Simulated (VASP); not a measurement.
Energy against volume of ZrC (rock salt). These are vdW-DF-cx, VASP's PBE PAW potentials (set 64) (plane waves; VASP 6.6.1) values and carry that method's errors. Run with 520 eV cut-off, 13×13×13 Γ-centred mesh, first-order Methfessel-Paxton smearing of 0.10 eV, potentials Zr_sv C.

| V (Å³/atom) | E (eV/atom) |
|---|---|
| 12.077 | -8.13792 |
| 12.462 | -8.16644 |
| 12.848 | -8.17538 |
| 13.233 | -8.16749 |

### Question
Fit these four points and predict the energy of the run at 13.619 Å³/atom.

### Answer
A cubic in V^(−2/3), the third-order Birch-Murnaghan form, passes through the four points with V0 = 12.85 Å³/atom and B0 = 232 GPa, and gives -8.1451 eV/atom there. The run gave -8.1451 eV/atom, +0.0 meV/atom from the fit; all five points give B0 = 232 GPa.

The compound is ZrC in the rock salt structure. It was relaxed first.
